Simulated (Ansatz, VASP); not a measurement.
**Na6BN in VASP and in Ansatz**

```
Na B N
1.0
     0.00000    5.01586    5.01586
     5.01586    0.00000    5.01586
     5.01586    5.01586    0.00000
Na B N
6 1 1
Direct
  0.73459 0.26541 0.73459
  0.26541 0.26541 0.73459
  0.26541 0.73459 0.26541
  0.26541 0.73459 0.73459
  0.73459 0.26541 0.26541
  0.73459 0.73459 0.26541
  0.00000 0.00000 0.00000
  0.50000 0.50000 0.50000
```

Alike in both runs: task single point; functional PBE; k mesh 4 × 4 × 4; occupations gaussian, width 0.1 eV; no spin polarisation.

```csv
,VASP,Ansatz
version,VASP 6.6.1,Ansatz 0.2.0
potentials or method,"VASP PAW PBE potentials, release 64 (Na_pv, B, N)","scalar-relativistic, plane waves, PAW"
plane-wave cutoff (eV),520,420
valence electrons in the cell,50,62
```

VASP gave:

| Property | Result |
| --- | --- |
| gap on the k mesh at the Fermi level (eV) | none |
| pressure (GPa) | 0.1 |
| rms of the force components (eV/Å) | 0.010 |

Problem. Estimate Ansatz's values.

Solution. gap on the k mesh at the Fermi level (eV): none; pressure (GPa): 0.0; rms of the force components (eV/Å): 0.005.

Atom by atom the forces differ by 0.005 eV/Å (rms over components). A gap of «none» marks a metal or a gap that the smearing closes. With one functional, cell and mesh, what is left measures potentials, basis and numerics. The two sets of potentials don't hold the same shells in valence.
